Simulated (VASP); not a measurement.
Output of a VASP run:

File OUTCAR:
```
 ion  position               nearest neighbor table
   1  0.241  0.241  0.241-   2 3.00   2 3.00   2 3.00   2 3.23   2 3.23   2 3.23
   2  0.759  0.759  0.759-   1 3.00   1 3.00   1 3.00   1 3.23   1 3.23   1 3.23
  LATTYP: Found a trigonal (rhomboedric) cell.
 ALAT       =     4.4355235287
 COS(alpha) =     0.5143575267
 Subroutine PRICEL returns:
 Original cell was already a primitive cell.
 Subroutine GETGRP returns: Found 12 space group operations
The static configuration has the point symmetry D_3d.
The dynamic configuration has the point symmetry D_3d.
 Subroutine INISYM returns: Found 12 space group operations
 Subroutine IBZKPT returns following result:
 Found     44 irreducible k-points:

 Following reciprocal coordinates:
            Coordinates               Weight
  0.000000  0.000000  0.000000      1.000000
  0.142857  0.000000  0.000000      6.000000
  0.285714 -0.000000  0.000000      6.000000
  0.428571 -0.000000  0.000000      6.000000
  0.142857  0.142857  0.000000      6.000000
  0.285714  0.142857  0.000000     12.000000
  0.428571  0.142857  0.000000     12.000000
 -0.428571  0.142857  0.000000     12.000000
 -0.285714  0.142857  0.000000     12.000000
 -0.142857  0.142857  0.000000      6.000000
  0.285714  0.285714  0.000000      6.000000
  0.428571  0.285714  0.000000     12.000000
 -0.428571  0.285714  0.000000     12.000000
 -0.285714  0.285714  0.000000      6.000000
  0.428571  0.428571  0.000000      6.000000
 -0.428571  0.428571  0.000000      6.000000
  0.142857  0.142857  0.142857      2.000000
  0.285714  0.142857  0.142857      6.000000
  0.428571  0.142857  0.142857      6.000000
 -0.428571  0.142857  0.142857      6.000000
 -0.285714  0.142857  0.142857      6.000000
 -0.142857  0.142857  0.142857      6.000000
  0.285714  0.285714  0.142857      6.000000
  0.428571  0.285714  0.142857     12.000000
 -0.428571  0.285714  0.142857     12.000000
 -0.285714  0.285714  0.142857     12.000000
 -0.142857  0.285714  0.142857     12.000000
  0.428571  0.428571  0.142857      6.000000
 -0.428571  0.428571  0.142857     12.000000
 -0.285714  0.428571  0.142857     12.000000
 -0.142857  0.428571  0.142857     12.000000
 -0.428571 -0.428571  0.142857      6.000000
 -0.285714 -0.428571  0.142857     12.000000
 -0.285714 -0.285714  0.142857      6.000000
  0.285714  0.285714  0.285714      2.000000
  0.428571  0.285714  0.285714      6.000000
 -0.428571  0.285714  0.285714      6.000000
 -0.285714  0.285714  0.285714      6.000000
  0.428571  0.428571  0.285714      6.000000
 -0.428571  0.428571  0.285714     12.000000
   k-points           NKPTS =     44   k-points in BZ     NKDIM =     44   number of bands    NBANDS=     19
   number of dos      NEDOS =    301   number of ions     NIONS =      2
   total plane-waves  NPLWV =  32768
   dimension x,y,z NGX =    32 NGY =   32 NGZ =   32
   dimension x,y,z NGXF=    64 NGYF=   64 NGZF=   64
   ions per type =               2
   PREC   = accura    normal or accurate (medium, high low for compatibility)
   ISTART =      0    job   : 0-new  1-cont  2-samecut
   ICHARG =      2    charge: 1-file 2-atom 10-const
   ISPIN  =      1    spin polarized calculation?
   LNONCOLLINEAR =      F non collinear calculations
   LSORBIT =      F    spin-orbit coupling
   INIWAV =      1    electr: 0-lowe 1-rand  2-diag
   ENCUT  =  500.0 eV  36.75 Ry    6.06 a.u.   8.09  8.09  8.09*2*pi/ulx,y,z
   NELM   =    100;   NELMIN=  2; NELMDL= -5     # of ELM steps
   EDIFF  = 0.1E-05   stopping-criterion for ELM
   LREAL  =      F    real-space projection
   NLSPLINE    = F    spline interpolate recip. space projectors
   LMAXMIX     =    4 max onsite mixed and CHGCAR
   VOSKOWN=      0    Vosko Wilk Nusair interpolation
   EDIFFG = -.2E-01   stopping-criterion for IOM
   NSW    =     40    number of steps for IOM
   NBLOCK =      1;   KBLOCK =     40    inner block; outer block
...
```

**OSZICAR**
```
...
   7 F= -.10935336E+03 E0= -.10935319E+03  d E =-.120295E-01
       N       E                     dE             d eps       ncg     rms          rms(c)
DAV:   1    -0.116203992627E+03    0.10551E-02   -0.96881E-03  1878   0.728E-01    0.180E-02
DAV:   2    -0.116204037347E+03   -0.44720E-04   -0.40318E-04  2301   0.206E-01    0.120E-02
DAV:   3    -0.116204030797E+03    0.65496E-05   -0.24296E-05  2223   0.688E-02    0.261E-03
DAV:   4    -0.116204033855E+03   -0.30581E-05   -0.70774E-06  1519   0.256E-02    0.172E-03
DAV:   5    -0.116204033829E+03    0.25894E-07   -0.21792E-06  1350   0.137E-02
   8 F= -.10935337E+03 E0= -.10935318E+03  d E =-.120344E-01
       N       E                     dE             d eps       ncg     rms          rms(c)
DAV:   1    -0.116279758533E+03   -0.75725E-01   -0.66673E-01  1873   0.141E+01    0.787E-01
DAV:   2    -0.116261542635E+03    0.18216E-01   -0.37579E-02  1988   0.334E+00    0.343E-01
DAV:   3    -0.116257641498E+03    0.39011E-02   -0.16719E-02  2193   0.212E+00    0.431E-02
DAV:   4    -0.116257704479E+03   -0.62981E-04   -0.15292E-03  1702   0.375E-01    0.229E-02
DAV:   5    -0.116257672309E+03    0.32170E-04   -0.64475E-04  1684   0.238E-01    0.818E-03
DAV:   6    -0.116257960765E+03   -0.28846E-03   -0.36894E-04  1681   0.175E-01    0.986E-03
DAV:   7    -0.116257999686E+03   -0.38922E-04   -0.13978E-05  1799   0.406E-02    0.502E-03
DAV:   8    -0.116258009845E+03   -0.10158E-04   -0.53640E-06  1358   0.211E-02    0.903E-04
DAV:   9    -0.116258012096E+03   -0.22509E-05   -0.18527E-06  1365   0.170E-02    0.580E-04
DAV:  10    -0.116258012353E+03   -0.25775E-06   -0.24297E-07   851   0.769E-03
   9 F= -.10935272E+03 E0= -.10935257E+03  d E =0.650559E-03
       N       E                     dE             d eps       ncg     rms          rms(c)
DAV:   1    -0.116230836498E+03    0.27176E-01   -0.33653E-01  1873   0.986E+00    0.565E-01
DAV:   2    -0.116221430017E+03    0.94065E-02   -0.19438E-02  1948   0.240E+00    0.245E-01
DAV:   3    -0.116219503219E+03    0.19268E-02   -0.83864E-03  2188   0.151E+00    0.305E-02
DAV:   4    -0.116219557009E+03   -0.53791E-04   -0.72882E-04  1702   0.256E-01    0.163E-02
DAV:   5    -0.116219458551E+03    0.98458E-04   -0.37335E-04  1684   0.182E-01    0.521E-03
DAV:   6    -0.116219680542E+03   -0.22199E-03   -0.23398E-04  1681   0.134E-01    0.683E-03
DAV:   7    -0.116219695994E+03   -0.15452E-04   -0.65263E-06  1495   0.274E-02    0.362E-03
DAV:   8    -0.116219699885E+03   -0.38906E-05   -0.28848E-06  1358   0.152E-02    0.447E-04
DAV:   9    -0.116219700913E+03   -0.10288E-05   -0.81959E-07  1021   0.116E-02    0.373E-04
DAV:  10    -0.116219701142E+03   -0.22922E-06   -0.12309E-07   854   0.532E-03
  10 F= -.10935349E+03 E0= -.10935332E+03  d E =-.124836E-03
       N       E                     dE             d eps       ncg     rms          rms(c)
DAV:   1    -0.116219054845E+03    0.64607E-03   -0.18872E-02  1845   0.120E+00    0.102E-01
DAV:   2    -0.116218849813E+03    0.20503E-03   -0.74896E-04  2311   0.457E-01    0.657E-02
DAV:   3    -0.116218710434E+03    0.13938E-03   -0.18267E-04  2342   0.375E-01    0.483E-03
DAV:   4    -0.116218742361E+03   -0.31927E-04   -0.83481E-05  1750   0.117E-01    0.383E-03
DAV:   5    -0.116218745261E+03   -0.29002E-05   -0.56430E-06  1577   0.308E-02    0.165E-03
DAV:   6    -0.116218746015E+03   -0.75404E-06   -0.13938E-06  1283   0.208E-02
  11 F= -.10935357E+03 E0= -.10935338E+03  d E =-.757233E-04
```

**OUTCAR**
```
------------------------ aborting loop because EDIFF is reached ----------------------------------------
  FORCE on cell =-STRESS in cart. coord.  units (eV):
  Direction    XX          YY          ZZ          XY          YZ          ZX
  --------------------------------------------------------------------------------------
  Total        6.8286698      6.8735204      6.8685869     -0.0000000      0.0000000     -0.0149124
  in kB      198.9364721    200.2430819    200.0993565     -0.0000000      0.0000000     -0.4344356
  external PRESSURE =      -0.2403632 kB  Pullay stress =     200.0000000 kB
  volume of cell :       55.00
      direct lattice vectors                 reciprocal lattice vectors
     3.710789547 -2.129239521 -0.062505959     0.133080546 -0.234825624 -0.098648202
     3.710789547  2.129239521 -0.062505959     0.133080546  0.234825624 -0.098648202
     2.547985430  0.000000000  3.437338816     0.004839981  0.000000000  0.287335015
 POSITION                                       TOTAL-FORCE (eV/Angst)
 -----------------------------------------------------------------------------------
      2.44053      0.00000      0.81085        -0.001015     -0.000000     -0.000337
      7.52904      0.00000      2.50148         0.001015      0.000000      0.000337
 -----------------------------------------------------------------------------------
    total drift:                               -0.000000     -0.000000     -0.000000
  FREE ENERGIE OF THE ION-ELECTRON SYSTEM (eV)
  ---------------------------------------------------
  free  energy   TOTEN  =      -116.2187460149 eV

  energy  without entropy=     -116.2183682049  energy(sigma->0) =     -116.21855711
  enthalpy is  TOTEN    =      -109.3535696329 eV   P V=        6.8651763820

 reached required accuracy - stopping structural energy minimisation
```
(Selected blocks of OUTCAR.)

### POSCAR
```
Bi
1
    3.8593242650    -2.1856873794    -0.0474960063
    3.8593242650     2.1856873794    -0.0474960063
    2.6656951828     0.0000000000     3.5451288245
Bi
2
Direct
  0.2410907715   0.2410907715   0.2410907717
  0.7589092285   0.7589092285   0.7589092283
```

**Question.** Write an INCAR and KPOINTS that could have produced this output.

**Answer.** This is not unique; one that fits is the input of the run itself, r2SCAN meta-GGA, plane waves, VASP's PBE PAW potentials (set 64).

KPOINTS:
```
Regular mesh
0
G
 7 7 7
```

**INCAR**
```
SYSTEM = Bi
PREC = Accurate; ENCUT = 500; LREAL = .FALSE.
LASPH = .TRUE.
EDIFF = 1E-6; NELM = 100; ALGO = Normal
LMAXMIX = 4; LMIXTAU = .TRUE.
ISMEAR = 0; SIGMA = 0.05
METAGGA = R2SCAN
IBRION = 2; NSW = 40; ISIF = 3
EDIFFG = -0.02; PSTRESS = 200
LWAVE = .FALSE.; LCHARG = .FALSE.
```

POTCAR, in this order: Bi_d (PBE.64 set). Program: vasp_std.

Energy and stress use the plane-wave basis of the starting cell.

The compound is Bi in the a7 structure. This run relaxes it under an external pressure of 20 GPa. Symmetry was kept, so distortions that lower it aren't found.
